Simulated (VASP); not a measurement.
An input for Quantum ESPRESSO's pw.x (written as the equivalent of a VASP run, and not itself run):

```
&CONTROL
  calculation = 'vc-relax'
  pseudo_dir = './pseudo'
  outdir = './out'
  tprnfor = .true.
  tstress = .true.
  nstep = 40
  forc_conv_thr = 0.00039
/
&SYSTEM
  ibrav = 0
  nat = 2
  ntyp = 2
  ecutwfc = 96
  occupations = 'smearing'
  smearing = 'methfessel-paxton'
  degauss = 0.00735
  input_dft = 'pbe'
/
&ELECTRONS
  conv_thr = 7.3e-09
  electron_maxstep = 100
/
&IONS
/
&CELL
  press = 300
/
ATOMIC_SPECIES
  Al 26.982 Al.upf
  Co 58.933 Co.upf
CELL_PARAMETERS angstrom
     2.7327354   -0.0000000   -0.0000000
    -0.0000000    2.7327354   -0.0000000
    -0.0000000   -0.0000000    2.7327354
ATOMIC_POSITIONS crystal
  Al   0.5000000  0.5000000  0.5000000
  Co   0.0000000  0.0000000  0.0000000
K_POINTS automatic
  12 12 12 0 0 0
```

### Question
Translate this input to VASP (INCAR, KPOINTS, POSCAR, choice of POTCAR).

### Answer
One answer among several that fit: 
File KPOINTS:
```
kpoints
0
G
  12 12 12
```

POSCAR:
```
CoAl
1
    2.7327354210    -0.0000000000    -0.0000000000
   -0.0000000000     2.7327354210    -0.0000000000
   -0.0000000000    -0.0000000000     2.7327354210
Al Co
1 1
Direct
  0.5000000000   0.5000000000   0.5000000000
  0.0000000000   0.0000000000   0.0000000000
```

**INCAR**
```
! general
SYSTEM   =  CoAl
PREC     =  Accurate
ENCUT    =  480
LREAL    =  .FALSE.
LASPH    =  .TRUE.

! electronic loop
EDIFF    =  1E-7
NELM     =  100
ALGO     =  Normal
LMAXMIX  =  4

! smearing
ISMEAR   =  1
SIGMA    =  0.1

! functional
GGA      =  PE

! ions
IBRION   =  2
NSW      =  40
ISIF     =  3
EDIFFG   =  -0.01
PSTRESS  =  300

! output
LWAVE    =  .FALSE.
LCHARG   =  .FALSE.
```

POTCAR, in this order: Al Co (PBE.64 set). Program: vasp_std.

The two are equivalent in intent, not identical: the potentials are each code's own (VASP's PAW set, PseudoDojo norm-conserving files in pw.x), so ENCUT and ecutwfc are chosen apart and not converted; conv_thr bounds pw.x's estimated SCF error, while EDIFF bounds the energy change between steps; forc_conv_thr acts on force components and is met together with etot_conv_thr.

The compound is CoAl in the CsCl type structure. It was relaxed first under an external pressure of 30 GPa.
